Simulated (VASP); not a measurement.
Method: r2SCAN meta-GGA, VASP's PBE PAW potentials (set 64) (plane waves; VASP).

VASP input:

### POSCAR
```
Re
1
    1.3783239832    -2.3873270541     0.0000000000
    1.3783239832     2.3873270541    -0.0000000000
    0.0000000000     0.0000000000     4.4665468585
Re
2
Direct
  0.3333330000   0.6666670000   0.2500000000
  0.6666670000   0.3333330000   0.7500000000
```

**KPOINTS_OPT**
```
k-points along high-symmetry lines
6
Line-mode
Reciprocal
  0.000000   0.000000   0.000000 ! GAMMA
  0.000000   0.500000   0.000000 ! M

  0.000000   0.500000   0.000000 ! M
 -0.333333   0.666667   0.000000 ! K

 -0.333333   0.666667   0.000000 ! K
  0.000000   0.000000   0.000000 ! GAMMA

  0.000000   0.000000   0.000000 ! GAMMA
  0.000000   0.000000   0.500000 ! A

  0.000000   0.000000   0.500000 ! A
  0.000000   0.500000   0.500000 ! L

  0.000000   0.500000   0.500000 ! L
 -0.333333   0.666667   0.500000 ! H

 -0.333333   0.666667   0.500000 ! H
  0.000000   0.000000   0.500000 ! A

  0.000000   0.500000   0.500000 ! L
  0.000000   0.500000   0.000000 ! M

 -0.333333   0.666667   0.500000 ! H
 -0.333333   0.666667   0.000000 ! K
```

**INCAR**
```
ALGO  =  Normal
EDIFF  =  1E-7
ENCUT  =  520
ISIF  =  2
ISMEAR  =  -5
LASPH  =  .TRUE.
LCHARG  =  .FALSE.
LMAXMIX  =  6
LMIXTAU  =  .TRUE.
LORBIT  =  11
LREAL  =  .FALSE.
LWAVE  =  .FALSE.
METAGGA  =  R2SCAN
NEDOS  =  601
NELM  =  100
PREC  =  Accurate
SYSTEM  =  Re
```

**KPOINTS**
```
K-points
0
gamma
17 17 9
```

POTCAR, in this order: Re (PBE.64 set). Program: vasp_std.

Output of the run:

File OSZICAR:
```
       N       E                     dE             d eps       ncg     rms          rms(c)
DAV:   1    -0.490754257300E+02   -0.49075E+02   -0.72578E+03  6508   0.165E+03
DAV:   2    -0.995077670962E+02   -0.50432E+02   -0.43436E+02  5729   0.331E+02
DAV:   3    -0.105734368288E+03   -0.62266E+01   -0.51064E+01  6126   0.256E+02
DAV:   4    -0.106104923561E+03   -0.37056E+00   -0.32833E+00  6679   0.295E+01
DAV:   5    -0.106120019503E+03   -0.15096E-01   -0.13684E-01  6396   0.349E+00    0.357E+01
DAV:   6    -0.105217783555E+03    0.90224E+00   -0.34523E-01  6762   0.117E+01    0.194E+01
DAV:   7    -0.103916019622E+03    0.13018E+01   -0.30562E+00  6579   0.540E+01    0.933E+00
DAV:   8    -0.104904214275E+03   -0.98819E+00   -0.11839E+00  6693   0.289E+01    0.167E+00
DAV:   9    -0.104904531382E+03   -0.31711E-03   -0.11479E-02  6293   0.236E+00    0.834E-01
DAV:  10    -0.104891829036E+03    0.12702E-01   -0.90077E-03  7080   0.194E+00    0.993E-01
DAV:  11    -0.104902372276E+03   -0.10543E-01   -0.27694E-03  6761   0.185E+00    0.404E-02
DAV:  12    -0.104902398454E+03   -0.26178E-04   -0.61884E-05  6773   0.191E-01    0.103E-01
DAV:  13    -0.104902467770E+03   -0.69316E-04   -0.34401E-05  5891   0.282E-01    0.343E-02
DAV:  14    -0.104902493610E+03   -0.25840E-04   -0.89373E-06  5816   0.510E-02    0.405E-03
DAV:  15    -0.104902497177E+03   -0.35665E-05   -0.15092E-06  5865   0.152E-02    0.549E-03
DAV:  16    -0.104902500568E+03   -0.33911E-05   -0.13569E-07  2971   0.213E-02    0.257E-03
DAV:  17    -0.104902501515E+03   -0.94677E-06   -0.67662E-07  4840   0.120E-02    0.540E-03
DAV:  18    -0.104902502428E+03   -0.91305E-06   -0.37412E-08  2715   0.710E-03    0.150E-03
DAV:  19    -0.104902502579E+03   -0.15060E-06   -0.39367E-08  2631   0.577E-03    0.599E-04
DAV:  20    -0.104902502613E+03   -0.34113E-07   -0.30768E-08  2598   0.701E-03
   1 F= -.10490250E+03 E0= -.10490250E+03  d E =0.000000E+00
       N       E                     dE             ncg
```

File OUTCAR:
```
------------------------ aborting loop because EDIFF is reached ----------------------------------------
  FORCE on cell =-STRESS in cart. coord.  units (eV):
  Direction    XX          YY          ZZ          XY          YZ          ZX
  --------------------------------------------------------------------------------------
  Total        0.0904791      0.0904791     -0.0952118      0.0000000      0.0000000      0.0000000
  in kB        4.9316687      4.9316682     -5.1896295      0.0000000      0.0000000      0.0000000
  external PRESSURE =       1.5579025 kB  Pullay stress =       0.0000000 kB
  volume of cell :       29.39
      direct lattice vectors                 reciprocal lattice vectors
     1.378323983 -2.387327054  0.000000000     0.362759414 -0.209439255  0.000000000
     1.378323983  2.387327054  0.000000000     0.362759414  0.209439255  0.000000000
     0.000000000  0.000000000  4.466546859     0.000000000  0.000000000  0.223886602
 POSITION                                       TOTAL-FORCE (eV/Angst)
 -----------------------------------------------------------------------------------
      1.37832      0.79578      1.11664         0.000000      0.000000      0.000000
      1.37832     -0.79578      3.34991        -0.000000     -0.000000      0.000000
 -----------------------------------------------------------------------------------
    total drift:                               -0.000000      0.000010     -0.000017
  FREE ENERGIE OF THE ION-ELECTRON SYSTEM (eV)
  ---------------------------------------------------
  free  energy   TOTEN  =      -104.9025026126 eV

  energy  without entropy=     -104.9025026126  energy(sigma->0) =     -104.90250261

 total charge

# of ion       s       p       d       tot
------------------------------------------
    1        0.618   0.688   4.826   6.132
    2        0.618   0.688   4.826   6.132
--------------------------------------------------
tot          1.236   1.377   9.652  12.265
```
(Selected blocks of OUTCAR.)

For a metal the tetrahedron method with Blöchl corrections gives inexact stress and forces.

The compound is Re in the hcp structure. It was relaxed first.
